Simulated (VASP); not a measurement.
A convergence study with VASP on Ir (fcc): a few settings are varied, all else stays as given below, so the limit is that of these other settings.

```xyz
1
Lattice="0.0000 1.9200 1.9200 1.9200 0.0000 1.9200 1.9200 1.9200 0.0000" Properties=species:S:1:pos:R:3 pbc="T T T"
Ir     0.0000     0.0000     0.0000
```

Calculation: PBEsol GGA, VASP's PBE PAW potentials (set 64) (plane waves; VASP). The last row used: 550 eV cut-off, 24×24×24 Γ-centred mesh, second-order Methfessel-Paxton smearing of 0.40 eV, potentials Ir.

```json
[
 {"setting": "ISMEAR = -1, SIGMA = 0.01, 9×9×9 mesh", "E (eV/atom)": "-9.8416", "pressure (GPa)": "-2.45", "irreducible k-points": "35"},
 {"setting": "ISMEAR = -1, SIGMA = 0.2, 9×9×9 mesh", "E (eV/atom)": "-9.8316", "pressure (GPa)": "-1.05", "irreducible k-points": "35"},
 {"setting": "ISMEAR = 0, SIGMA = 0.01, 9×9×9 mesh", "E (eV/atom)": "-9.8415", "pressure (GPa)": "-2.45", "irreducible k-points": "35"},
 {"setting": "ISMEAR = 0, SIGMA = 0.2, 9×9×9 mesh", "E (eV/atom)": "-9.8419", "pressure (GPa)": "-2.36", "irreducible k-points": "35"},
 {"setting": "ISMEAR = 1, SIGMA = 0.01, 9×9×9 mesh", "E (eV/atom)": "-9.8415", "pressure (GPa)": "-2.45", "irreducible k-points": "35"},
 {"setting": "ISMEAR = 1, SIGMA = 0.2, 9×9×9 mesh", "E (eV/atom)": "-9.8423", "pressure (GPa)": "-2.50", "irreducible k-points": "35"},
 {"setting": "ISMEAR = 2, SIGMA = 0.01, 9×9×9 mesh", "E (eV/atom)": "-9.8414", "pressure (GPa)": "-2.45", "irreducible k-points": "35"},
 {"setting": "ISMEAR = 2, SIGMA = 0.2, 9×9×9 mesh", "E (eV/atom)": "-9.8420", "pressure (GPa)": "-2.47", "irreducible k-points": "35"},
 {"setting": "ISMEAR = -1, SIGMA = 0.05, 18×18×18 mesh", "E (eV/atom)": "-9.8205", "pressure (GPa)": "-1.88", "irreducible k-points": "195"},
 {"setting": "ISMEAR = -1, SIGMA = 0.2, 18×18×18 mesh", "E (eV/atom)": "-9.8193", "pressure (GPa)": "-0.69", "irreducible k-points": "195"},
 {"setting": "ISMEAR = 0, SIGMA = 0.05, 18×18×18 mesh", "E (eV/atom)": "-9.8204", "pressure (GPa)": "-1.95", "irreducible k-points": "195"},
 {"setting": "ISMEAR = 0, SIGMA = 0.2, 18×18×18 mesh", "E (eV/atom)": "-9.8210", "pressure (GPa)": "-1.78", "irreducible k-points": "195"},
 {"setting": "ISMEAR = 1, SIGMA = 0.05, 18×18×18 mesh", "E (eV/atom)": "-9.8203", "pressure (GPa)": "-1.96", "irreducible k-points": "195"},
 {"setting": "ISMEAR = 1, SIGMA = 0.2, 18×18×18 mesh", "E (eV/atom)": "-9.8203", "pressure (GPa)": "-1.93", "irreducible k-points": "195"},
 {"setting": "ISMEAR = 2, SIGMA = 0.05, 18×18×18 mesh", "E (eV/atom)": "-9.8203", "pressure (GPa)": "-1.97", "irreducible k-points": "195"},
 {"setting": "ISMEAR = 2, SIGMA = 0.2, 18×18×18 mesh", "E (eV/atom)": "-9.8202", "pressure (GPa)": "-1.95", "irreducible k-points": "195"},
 {"setting": "ISMEAR = -1, SIGMA = 0.05, 24×24×24 mesh", "E (eV/atom)": "-9.8186", "pressure (GPa)": "-1.85", "irreducible k-points": "413"},
 {"setting": "ISMEAR = -1, SIGMA = 0.4, 24×24×24 mesh", "E (eV/atom)": "-9.8170", "pressure (GPa)": "3.18", "irreducible k-points": "413"},
 {"setting": "ISMEAR = 0, SIGMA = 0.05, 24×24×24 mesh", "E (eV/atom)": "-9.8185", "pressure (GPa)": "-1.90", "irreducible k-points": "413"},
 {"setting": "ISMEAR = 0, SIGMA = 0.4, 24×24×24 mesh", "E (eV/atom)": "-9.8183", "pressure (GPa)": "-1.18", "irreducible k-points": "413"},
 {"setting": "ISMEAR = 1, SIGMA = 0.05, 24×24×24 mesh", "E (eV/atom)": "-9.8184", "pressure (GPa)": "-1.91", "irreducible k-points": "413"},
 {"setting": "ISMEAR = 1, SIGMA = 0.4, 24×24×24 mesh", "E (eV/atom)": "-9.8191", "pressure (GPa)": "-1.98", "irreducible k-points": "413"},
 {"setting": "ISMEAR = 2, SIGMA = 0.05, 24×24×24 mesh", "E (eV/atom)": "-9.8184", "pressure (GPa)": "-1.91", "irreducible k-points": "413"},
 {"setting": "ISMEAR = 2, SIGMA = 0.4, 24×24×24 mesh", "E (eV/atom)": "-9.8187", "pressure (GPa)": "-1.91", "irreducible k-points": "413"}
]
```

Left out are rungs that failed or repeat a setting and relaxations that didn't move; long series are thinned to 24 rows.

The compound is Ir in the fcc structure. The cell was not relaxed at this level.
